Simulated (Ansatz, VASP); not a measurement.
# ZnPbO2 (CuAu-ordered zincblende type (invented)) in two plane-wave programs

Aim: how closely do two programs agree when they are given the same cell, functional and k mesh? The cell is generated by rule, not measured, and may not be a known phase. Of the first pair: The two relaxations start from unlike cells of this crystal (the structure described is Ansatz's start), so only their ends are compared.

Method: plane waves, with VASP 6.6.1 beside it; relaxation of cell and atoms at PBE, in Ansatz 0.2.0.

## Step 1: Starting point

The structure is tetragonal, space group P-4m2 (No. 115). Conventional cell: a = 3.398 Å, b = 3.398 Å, c = 4.805 Å, α = 90.00°, β = 90.00°, γ = 90.00°. Nearest to Zn lie 4 O at 2.08 Å. Nearest to Pb lie 4 O at 2.08 Å. Nearest to O lie 2 Zn at 2.08 Å and 2 Pb at 2.08 Å. Farther neighbours and most contacts between anions are not listed.

## Step 2: Ansatz: relaxation of cell and atoms, PBE, pair 1

Ansatz runs on its default PAW (the set named soft_2) files.

The relaxed volume is the usual yardstick between codes: in a stiff, nearly cubic crystal its relative difference is about their pressure difference at one cell divided by the bulk modulus.

Contents of input.yaml:

```yaml
crystal:
  lattice:
    - [3.39793, 0.0, 0.0]
    - [0.0, 3.39793, 0.0]
    - [0.0, 0.0, 4.8054]
  atoms:
    - { symbol: Zn, position: [0.0, 0.0, 0.0] }
    - { symbol: Pb, position: [0.5, 0.5, 0.5] }
    - { symbol: O, position: [0.0, 0.5, 0.25] }
    - { symbol: O, position: [0.5, 0.0, 0.75] }
kpoints:
  mp_grid: { grid: [6, 6, 4] }
hamiltonian:
  xc: pbe
scf:
  occupations: { method: gaussian, width: 0.1 }
output:
  forces: true
  stress: true
  eigenvalues: true
relax:
  adjacent_minimum: "off"
  f_tol: 0.05
  max_steps: 80
  cell: { stress_tol: 0.5 }
```

Command:

```sh
ansatz run input.yaml --threads 2 --pin off --max-ram 5120MiB --backend cpu --events-out ev --progress --plain --runs-dir out
```

Numbers of over 12 decimals in the logs are rounded to 6 here.

Output:

```text
The last accepted step is kept in <dir> (removed where the run ends without a failure and the disk answers)
Engine: ansatz 0.2.0, x86_64-unknown-linux-gnu
Pseudopotentials: kind: paw
Pseudopotential: Zn, paw, valence charge 12, recommended cutoff 420 eV (normal), Zn.paw.azcp
Pseudopotential: Pb, paw, valence charge 14, recommended cutoff 420 eV (normal), Pb.paw.azcp
Pseudopotential: O, paw, valence charge 6, recommended cutoff 420 eV (normal), O.paw.azcp
Functional definition: PBE
  parameter kappa = 0.804
  parameter beta = 0.066725
  exchange = pbe_x(kappa = kappa, mu = beta*pi^2/3)
  correlation = pbe_c(beta = beta)
Crystal: 4 atoms, lattice volume = 55.483 Å³
Basis set: ecut = 420 eV, 1061 PW (Γ), exchange–correlation on 48×48×72 points (8 copies of the dense FFT grid, shifted against one another)
Bands: 23, of which v1, the nominal top of the filled ones, is band 19 counted from 1 (18 counted from 0)
Symmetry: 8 space group operations
Space group: P-4m2 (ITA 115), of the structure as read, at distance tolerance 3.8e-5 Å
k-points: 30 of 144 (time reversal used)
Non-local potential: Zn, projectors of the file, l = 0: 2, l = 1: 2, l = 2: 3, l = 3: 1
Non-local potential: Pb, projectors of the file, l = 0: 2, l = 1: 2, l = 2: 2, l = 3: 2
Non-local potential: O, projectors of the file, l = 0: 2, l = 1: 2, l = 2: 1
PAW form: soft (Blöchl's): semilocal exchange-correlation on the pseudo side does not see the compensation charge
PAW one-centre angular grid: Zn, 590 points (default); XC on 64 Gauss nodes
PAW one-centre angular grid: Pb, 590 points (default); XC on 64 Gauss nodes
PAW one-centre angular grid: O, 110 points (default); XC on 64 Gauss nodes
Initial density: superposition of atomic densities (neutral atoms: chi_scale 0, normalization atom), corrected by the library's trained network
Initial wavefunctions: pseudopotential atomic-orbital guess
Functional: x = pbe(κ = 0.804, μ = 0.219515), c = pbe(β = 0.066725)
SCF iter   1: F=—  HF=-16357.385616 eV  |F-HF|=—  |Δ(HF+E_count)|=         —  Δρ=6.58e-3  dr2=7.91e-3  ethr=1.77e-3  ⟨swp⟩=6.0  Hψ=3128  notcnv=0
preconditioner: auto → LDOS  [metal: Δε(μ)=0.061 eV  Ē_g=14.525 eV  σ=0.100 eV  W_gap=0.33  n_scr=14 (ndim 8)  ℏωp=30.7 eV  f_vac=0.011  D(μ)=1.19/eV (n_scr^D=6)  β→1.0]
SCF iter   2: F=—  HF=-16357.387037 eV  |F-HF|=—  |Δ(HF+E_count)|=   1.42e-3  Δρ=3.12e-3  dr2=2.78e-3  ethr=2.08e-5  ⟨swp⟩=2.4  Hψ=1532  notcnv=0
preconditioner: auto → Kerker (q_TF=auto, 2.562 Å⁻¹)  [metal: Δε(μ)=0.053 eV  Ē_g=14.558 eV  σ=0.100 eV  W_gap=0.28  n_scr=14 (ndim 8)  ℏωp=30.7 eV  f_vac=0.008  D(μ)=1.16/eV (n_scr^D=6)  β→0.5]
SCF iter   3: F=—  HF=-16357.385721 eV  |F-HF|=—  |Δ(HF+E_count)|=   1.32e-3  Δρ=9.19e-4  dr2=2.15e-4  ethr=7.33e-6  ⟨swp⟩=2.0  Hψ=1071  notcnv=0
SCF iter   4: F=—  HF=-16357.385722 eV  |F-HF|=—  |Δ(HF+E_count)|=   1.19e-6  Δρ=3.87e-4  dr2=6.03e-5  ethr=5.67e-7  ⟨swp⟩=2.0  Hψ=1026  notcnv=0
SCF iter   5: F=—  HF=-16357.385667 eV  |F-HF|=—  |Δ(HF+E_count)|=   5.51e-5  Δρ=9.91e-5  dr2=7.56e-6  ethr=1.59e-7  ⟨swp⟩=2.1  Hψ=1038  notcnv=0
SCF iter   6: F=—  HF=-16357.385672 eV  |F-HF|=—  |Δ(HF+E_count)|=   4.70e-6  Δρ=3.07e-5  dr2=1.30e-6  ethr=1.99e-8  ⟨swp⟩=2.1  Hψ=1061  notcnv=0
SCF iter   7: F=—  HF=-16357.385672 eV  |F-HF|=—  |Δ(HF+E_count)|=   1.70e-7  Δρ=7.68e-6  dr2=1.07e-7  ethr=3.43e-9  ⟨swp⟩=2.0  Hψ=1045  notcnv=0
SCF iter   8: F=-16357.385672 eV  HF=-16357.385672 eV  |F-HF|=2.58e-9  |Δ(HF+E_count)|=   1.84e-8  Δρ=2.76e-6  dr2=8.41e-9  ethr=2.63e-10  ⟨swp⟩=6.8  Hψ=3210  notcnv=0
SCF 1 converged in 8 iterations: F = -16357.385672 eV  dr2 = 8.41e-9
  greatest PAW one-centre occupation: 0.986 electrons in one spin orbital (limit 2), on the Zn atom at site 0 (counted from 0), in its partial waves of l = 2
relax step   1: F+E_penalty+E_count = -16357.38567220 eV  Δ(F+E_penalty+E_count) = +0.000e0 eV  max|allowed force component| = 4.378e0 eV/Å  Δτ_max = 0.0000 Å  P = +32.765 GPa  Ω = 55.483 Å³  (8 SCF iters, dr2 threshold 1.00e-7 eV, accepted)
[...]
relax step   6: F+E_penalty+E_count = -16359.62789445 eV  Δ(F+E_penalty+E_count) = -6.581e-2 eV  max|allowed force component| = 1.581e-2 eV/Å  Δτ_max = 0.0000 Å  P = +1.584 GPa  Ω = 65.277 Å³  stress off target by 1.64e0 GPa  SCF on the basis re-selected at this cell (its energy is not comparable with the rows above)  (7 SCF iters)
[...]
relax step   7: F+E_penalty+E_count = -16359.62989619 eV  Δ(F+E_penalty+E_count) = -2.002e-3 eV  max|allowed force component| = 2.946e-2 eV/Å  Δτ_max = 0.0037 Å  P = -0.090 GPa  Ω = 66.453 Å³  energy of the carried Pulay correction = -3.557e-3 eV  (6 SCF iters, dr2 threshold 4.00e-7 eV, accepted)
[...]
relax step   8: F+E_penalty+E_count = -16359.63354082 eV  Δ(F+E_penalty+E_count) = -3.645e-3 eV  max|allowed force component| = 2.918e-2 eV/Å  Δτ_max = 0.0000 Å  P = -0.072 GPa  Ω = 66.453 Å³  stress off target by 1.21e-1 GPa  SCF on the basis re-selected at this cell (its energy is not comparable with the rows above)  (6 SCF iters)
basis re-selected at this cell: Δ(F+E_penalty+E_count) = -3.645e-3 eV, ΔP = +0.018 GPa vs the last step (what re-selecting the basis moved, of the pressure what is left beyond the Pulay correction that the steps carried, after the strain that the cell walked since its last selection, with what the two solves' SCF thresholds leave and, on support functions, any second-order correction that the steps lacked; it is no measure of the basis error at this ecutwfc). The dense FFT grid was sized anew with the basis: this SCF ran on 25×25×36 points, the steps before it on 24×24×36, so part of this shift can come from that change (see relax.cell in the input reference). [rest of the remark cut]
SCF converged after 6 iterations
Free energy (F): -16359.633541 eV
Harris-Foulkes:  -16359.633541 eV  (|F-HF|=8.30e-9)
Internal energy: -16359.633541 eV  (E = F + TS)
E sigma→0 (E₀):  -16359.633541 eV
Entropy (-TS):   -0.000000 eV (-0.000 meV/atom)
Fermi energy:    8.508645 eV
--- Per-component energies (eV) ---
  E_band       = -34.838537
  E_kinetic    = 765.653999
  E_local      = -3574.077764  (includes V_loc(G=0)·N_el)
  E_nonlocal   = 1064.803442
  E_hartree    = 1442.482598
  E_xc         = -504.364400
  E_vxc        = -371.011373  (∫ρ·V_xc dr)
  E_paw        = -12550.702294  (= ΣΔE_a)
  E_vpaw       = -805.178287  (= ΣTr[D̂ρ^β])
  E_aug_tail   = 0.004416  (compensation charges beyond the density's cutoff)
  E_ewald      = -3003.433538
  E_smearing   = -0.000000  (= −TS)
  E_closure    = 0.000000  (closes the sum)
  Σ components = -16359.633541   (vs F -16359.633541, Δ=0.00e0)
--- Forces (eV/Å), atoms counted from 1 ---
  atom   1  Zn    -0.00000000    -0.00000000     0.00000000
  atom   2  Pb    -0.00000000    -0.00000000    -0.00000000
  atom   3  O      0.00000000     0.00000000     0.02917535
  atom   4  O     -0.00000000    -0.00000000    -0.02917535
  max |Σ_I F_I| component: 6.38e-16 eV/Å
--- Stress (GPa, compression-positive) ---
       -0.047350       0.000000       0.000000
        0.000000      -0.047350       0.000000
        0.000000       0.000000      -0.120589
  P = ⅓ Tr σ = -0.0718 GPa (-0.718 kbar)
--- Band table (eV; the first three rows and the last of 30) ---
  k-point 0: bands = [... 15 lower, 5.2175, 6.1379, 6.5305, 6.5305, 10.4980, 11.7463, 14.0800, 14.0800]
  k-point 1: bands = [... 15 lower, 4.9654, 6.3429, 6.3429, 6.8360, 9.7992, 12.3279, 14.0367, 14.0367]
  k-point 2: bands = [... 15 lower, 5.2177, 6.0849, 6.0849, 7.8173, 8.7891, 13.2035, 13.9968, 13.9968]
  k-point 29: bands = [... 15 lower, 4.1738, 4.6772, 5.1731, 8.2282, 10.6612, 10.6612, 13.8899, 15.0367]
--- Relaxed structure (6 steps of the walk, 6 accepted, 2 SCFs on fresh bases) ---
  F+E_penalty+E_count = -16359.63354082 eV   max|allowed force component| = 2.918e-2 eV/Å   (the final SCF, on the basis selected at the relaxed cell)
  cell:  # Å, volume = 66.4526 Å³
    - [3.596705, 0, 0]
    - [0, 3.596705, 0.0]
    - [0, 0.0, 5.136914]
  atoms:
    - { symbol: Zn, position: [0, 0, 1.4552595023372674e-18] }
    - { symbol: Pb, position: [0.500000, 0.500000, 0.5] }
    - { symbol: O, position: [0, 0.500000, 0.187135] }
    - { symbol: O, position: [0.500000, 0, 0.812865] }
```

The column dr2 measures how far the density is from self-consistency, as an energy; F and HF (Harris–Foulkes) agree once it is small.

## Step 3: VASP: relaxation of cell and atoms, PBE, pair 1

Its own start cell and the same functional, mesh and smearing now go to VASP, with its own data sets.

Lines of VASP's logs that name or quote its potential files are left out, and so is its time.

Contents of INCAR:

```
SYSTEM = ZnPbO2
PREC = Accurate
ENCUT = 600
EDIFF = 1E-07
NELM = 120
ISMEAR = 0
SIGMA = 0.1
LREAL = .FALSE.
ALGO = Normal
GGA = PE
NBANDS = 25
LORBIT = 11
LWAVE = .FALSE.
LCHARG = .FALSE.
ISIF = 3
IBRION = 2
NSW = 80
EDIFFG = -0.005
LASPH = .TRUE.
GGA_COMPAT = .FALSE.
NELMIN = 4
EFERMI = MIDGAP
KPAR = 2
```

Contents of POSCAR:

```
ZnPbO2
1.0
    3.6001256434      0.0000000000      0.0000000000
    0.0000000000      3.6001256434      0.0000000000
    0.0000000000      0.0000000000      5.1410690641
Zn Pb O
1 1 2
Direct
    0.0000000000      0.0000000000      0.0000000000
    0.5000000000      0.5000000000      0.5000000000
    0.0000000000      0.5000000000      0.1884147893
    0.5000000000      0.0000000000      0.8115852107
```

Contents of KPOINTS:

```
Automatic mesh
0
Gamma
6 6 4
0 0 0
```

Potentials, in the order of the species: Zn, Pb_d and O (PBE family, release 64).

Command:

```sh
mpirun -np 2 vasp_std
```

Output:

```text
[banner, memory and clock lines left out]
running    2 mpi-ranks, on    1 nodes
 distrk:  each k-point on    1 cores,    2 groups
 distr:  one band on    1 cores,    1 groups

 POSCAR found type information on POSCAR ZnPbO
 POSCAR found :  3 types and       4 ions
 LDA part: xc-table for (Slater+PW92), standard interpolation
 POSCAR, INCAR and KPOINTS ok, starting setup
 FFT: planning ... GRIDC
 FFT: planning ... GRID_SOFT
 FFT: planning ... GRID
 WAVECAR not read
 entering main loop
       N       E                     dE             d eps       ncg     rms          rms(c)
DAV:   1     0.400576839426E+03    0.40058E+03   -0.21393E+04  1500   0.216E+03
DAV:   2     0.250347652065E+02   -0.37554E+03   -0.36213E+03  1623   0.477E+02
DAV:   3    -0.215521436158E+02   -0.46587E+02   -0.45810E+02  1839   0.172E+02
DAV:   4    -0.231623271718E+02   -0.16102E+01   -0.16044E+01  1707   0.348E+01
DAV:   5    -0.232028980069E+02   -0.40571E-01   -0.40560E-01  1811   0.586E+00    0.128E+01
DAV:   6    -0.189504229283E+02    0.42525E+01   -0.16051E+01  2552   0.705E+01    0.650E+00
DAV:   7    -0.189688616044E+02   -0.18439E-01   -0.30220E+00  1566   0.181E+01    0.387E+00
DAV:   8    -0.189738582464E+02   -0.49966E-02   -0.11109E+00  1795   0.813E+00    0.172E+00
DAV:   9    -0.189180448781E+02    0.55813E-01   -0.21971E-01  2327   0.583E+00    0.361E-01
DAV:  10    -0.189205156478E+02   -0.24708E-02   -0.24048E-02  1535   0.145E+00    0.187E-01
DAV:  11    -0.189205960577E+02   -0.80410E-04   -0.42275E-03  2394   0.863E-01    0.805E-02
DAV:  12    -0.189205710584E+02    0.24999E-04   -0.58171E-04  2033   0.373E-01    0.236E-02
DAV:  13    -0.189205715973E+02   -0.53892E-06   -0.66366E-05  1616   0.764E-02    0.919E-03
DAV:  14    -0.189205727864E+02   -0.11891E-05   -0.10467E-05  1810   0.310E-02    0.400E-03
DAV:  15    -0.189205727588E+02    0.27677E-07   -0.10241E-06  2005   0.129E-02    0.156E-03
DAV:  16    -0.189205725455E+02    0.21324E-06   -0.41455E-07  1435   0.802E-03    0.508E-04
DAV:  17    -0.189205725674E+02   -0.21923E-07   -0.49407E-08   897   0.187E-03
   1 F= -.18920573E+02 E0= -.18920572E+02  d E =-.189206E+02
 curvature:   0.00 expect dE= 0.000E+00 dE for cont linesearch  0.000E+00
 trial: gam= 0.00000 g(F)=  0.818E-10 g(S)=  0.355E-04 ort = 0.000E+00 (trialstep = 0.100E+01)
 search vector abs. value=  0.355E-04
 bond charge predicted
       N       E                     dE             d eps       ncg     rms          rms(c)
DAV:   1    -0.189210993339E+02   -0.52679E-03   -0.11470E-02  1893   0.185E+00    0.156E-01
DAV:   2    -0.189206473643E+02    0.45197E-03   -0.18472E-03  1829   0.716E-01    0.508E-02
DAV:   3    -0.189205940697E+02    0.53295E-04   -0.12842E-04  2076   0.236E-01    0.273E-02
DAV:   4    -0.189205846118E+02    0.94579E-05   -0.39558E-05  1956   0.874E-02    0.935E-03
DAV:   5    -0.189205844914E+02    0.12031E-06   -0.28282E-06  1815   0.179E-02    0.366E-03
DAV:   6    -0.189205847419E+02   -0.25049E-06   -0.45650E-07  1895   0.123E-02    0.545E-04
DAV:   7    -0.189205847466E+02   -0.46439E-08   -0.27865E-07  1139   0.571E-03
   2 F= -.18920585E+02 E0= -.18920584E+02  d E =-.121791E-04
 trial-energy change:   -0.000012  1 .order   -0.000015   -0.000035    0.000006
 step:   0.7953(harm=  0.8557)  dis= 0.00000  next Energy=   -18.920585 (dE=-0.128E-04)
 reached required accuracy - stopping structural energy minimisation
```

Parts of OUTCAR (step 3):

```text
ion  position               nearest neighbor table
   1  0.000  0.000  0.000-   3 2.04   4 2.04   3 2.04   4 2.04
   2  0.500  0.500  0.500-   3 2.41   4 2.41   4 2.41   3 2.41
   3  0.000  0.500  0.188-   1 2.04   1 2.04   2 2.41   2 2.41
   4  0.500  0.000  0.812-   1 2.04   1 2.04   2 2.41   2 2.41

  LATTYP: Found a simple tetragonal cell.
 ALAT       =     3.6001256434
 C/A-ratio  =     1.4280249006

 Subroutine GETGRP returns: Found  8 space group operations
 (whereof  8 operations were pure point group operations)

The static configuration has the point symmetry D_2d.

 Found     30 irreducible k-points:

   k-points           NKPTS =     30   k-points in BZ     NKDIM =     30   number of bands    NBANDS=     25

   dimension x,y,z NGX =    30 NGY =   30 NGZ =   42
   dimension x,y,z NGXF=    60 NGYF=   60 NGZF=   84

   ENCUT  =  600.0 eV  44.10 Ry    6.64 a.u.   7.19  7.19 10.27*2*pi/ulx,y,z

   NELECT =      38.0000    total number of electrons

 k-points in reciprocal lattice and weights: Automatic mesh
   0.00000000  0.00000000  0.00000000       0.007
   0.16666667  0.00000000  0.00000000       0.028
   0.33333333  0.00000000  0.00000000       0.028
   0.50000000  0.00000000  0.00000000       0.014
   0.16666667  0.16666667  0.00000000       0.028
   0.33333333  0.16666667  0.00000000       0.056
   0.50000000  0.16666667  0.00000000       0.028
   0.33333333  0.33333333  0.00000000       0.028
   0.50000000  0.33333333  0.00000000       0.028
[...]
0.50000000  0.33333333  0.50000000       0.028
   0.50000000  0.50000000  0.50000000       0.007

 average (electrostatic) potential at core
       1 -34.3328       2 -93.0549       3 -70.9670       4 -70.9670

 E-fermi :   4.2943

 k-point     1 :       0.0000    0.0000    0.0000
  band No.  band energies     occupation
    ...
     15       0.5655      2.00000
     16       0.9837      2.00000
     17       1.9243      2.00000
     18       2.3056      2.00000
     19       2.3056      2.00000
     20       6.2584      0.00000
     21       7.4948      0.00000
     22       9.8771      0.00000
     23       9.8771      0.00000
     24      11.8077      0.00000
    ...

 k-point     2 :       0.1667    0.0000    0.0000
  band No.  band energies     occupation
    ...
     15       0.5905      2.00000
     16       0.7465      2.00000
     17       1.8910      2.00000
     18       2.2424      2.00000
     19       2.6236      2.00000
     20       6.4852      0.00000
     21       7.2167      0.00000
     22       9.3518      0.00000
     23      10.0794      0.00000
     24      12.1587      0.00000
    ...

 k-point     3 :       0.3333    0.0000    0.0000
  band No.  band energies     occupation
    ...
     15      -0.0013      2.00000
     16       1.1770      2.00000
     17       1.3379      2.00000
     18       2.0360      2.00000
     19       3.1883      2.00000
     20       5.9343      0.00000
     21       7.5907      0.00000
     22       9.2709      0.00000
     23      10.5289      0.00000
     24      11.4654      0.00000
    ...

  Total        0.0097531      0.0097531     -0.0002216      0.0000000     -0.0000000      0.0000000
  in kB        0.2347707      0.2347707     -0.0053340      0.0000000     -0.0000000      0.0000000
  external PRESSURE =       0.1547358 kB  Pullay stress =       0.0000000 kB

  energy-cutoff  :      600.00
  volume of cell :       66.56
      direct lattice vectors                 reciprocal lattice vectors
     3.599000857  0.000000000  0.000000000     0.277854894  0.000000000  0.000000000
     0.000000000  3.599000857  0.000000000     0.000000000  0.277854894 -0.000000000
     0.000000000  0.000000000  5.138589976     0.000000000  0.000000000  0.194605914

 POSITION                                       TOTAL-FORCE (eV/Angst)
 -----------------------------------------------------------------------------------
      3.59900      0.00000      0.00000         0.000000     -0.000000      0.000000
      1.79950      1.79950      2.56929        -0.000000      0.000000      0.000000
      0.00000      1.79950      0.96818        -0.000000     -0.000000     -0.002537
      1.79950      0.00000      4.17041        -0.000000      0.000000      0.002537
 -----------------------------------------------------------------------------------
    total drift:                                0.000000     -0.000000      0.000000

  FREE ENERGIE OF THE ION-ELECTRON SYSTEM (eV)
  ---------------------------------------------------
  free  energy   TOTEN  =       -18.9205847466 eV

  energy  without entropy=      -18.9205842097  energy(sigma->0) =      -18.92058448

 reached required accuracy - stopping structural energy minimisation

 total charge
# of ion       s       p       d       tot
------------------------------------------
    1        0.439   0.409   9.854  10.701
    2        1.466   0.532   9.862  11.860
    3        1.569   3.368   0.000   4.937
    4        1.569   3.368   0.000   4.937
--------------------------------------------------
tot          5.043   7.676  19.716  32.435

[... 3 further parts left out ...]
```

CONTCAR:

```
ZnPbO2
   1.00000000000000
     3.5990008566617040    0.0000000000000000    0.0000000000000000
     0.0000000000000000    3.5990008566617040    0.0000000000000000
     0.0000000000000000    0.0000000000000000    5.1385899756304587
  Zn              Pb              O
     1     1     2
Direct
     1.0000000000000000    0.0000000000000000    0.0000000000000000
     0.5000000000000000    0.5000000000000000    0.5000000000000000
     0.0000000000000000    0.5000000000000000    0.1884145161193911
     0.5000000000000000    0.0000000000000000    0.8115854838806089
```

## Step 4: Comparison

Known differences besides the potentials themselves: the cutoff is 420 eV in Ansatz and 600 eV in VASP; Ansatz adds a Pulay correction to the stress that steers its cell, VASP none. Total energies have different zeros and are not compared.

Compared:

| quantity | Ansatz | VASP | difference |
| --- | --- | --- | --- |
| volume (Å³) | 66.45 | 66.56 | -0.16 % |
| edge a after relaxation, in the typed setting (Å) | 3.597 | 3.599 | -0.06 % |
| edge c after relaxation, in the typed setting (Å) | 5.137 | 5.139 | -0.03 % |

(Continued in part 2 of 2.)

[Lines on the potential files, build, host, timing and source positions are cut from VASP's logs without a mark.]

[Logs are printed without paths, hosts, clocks, repeated set-up lines and the standing remarks that a program may print on its own settings, such as how far it seeks lower states.]

[Hosts, paths, dates, database ids (printed as entryN), source tags and the programs' standing remarks are cut or masked in the printed files.]
